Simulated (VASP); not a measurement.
All values below come from r2SCAN meta-GGA, VASP's PBE PAW potentials (set 64) (plane waves; VASP).

VASP ran on this input.

File POSCAR:
```
NaLiZnS2
1
    3.9409001579    -0.0000000000     0.0000000000
   -1.9704500790     3.4129195349    -0.0000000000
   -0.0000000000    -0.0000000000     6.7245440351
Na Li Zn S
1 1 1 2
Direct
  0.0000000000   0.0000000000   0.0242280249
  0.3333330000   0.6666670000   0.3547317985
  0.6666670000   0.3333330000   0.6136582864
  0.3333330000   0.6666670000   0.7365150631
  0.6666670000   0.3333330000   0.2708568271
```

### KPOINTS
```
Automatic mesh
0
Gamma
8 8 4
0 0 0
```

INCAR:
```
ALGO = Normal
CSHIFT = 0.1
EDIFF = 1E-7
ENCUT = 520
ISMEAR = 0
LASPH = T
LCHARG = F
LMAXMIX = 4
LMIXTAU = T
LOPTICS = T
LPEAD = T
LREAL = F
LWAVE = F
METAGGA = R2SCAN
NBANDS = 63
NEDOS = 1001
NELM = 100
PREC = Accurate
SIGMA = 0.01
SYSTEM = NaLiZnS2
```

POTCAR, in this order: Na_pv Li_sv Zn S (PBE.64 set). Program: vasp_std.

### Question
What will the output report for the number of irreducible k-points (NKPTS), largest plane-wave count, number of space-group operations, FFT grid (NGX, NGY, NGZ)?

### Answer

```
Item                                          Result
--------------------------------------  ------------
number of irreducible k-points (NKPTS)            35
largest plane-wave count                        2467
number of space-group operations                   6
FFT grid (NGX, NGY, NGZ)                30 × 30 × 50
```

The structure comes from a computed database's NaLiZnS2 entry (P3m1); how it stands against other phases isn't given here. It was relaxed first.
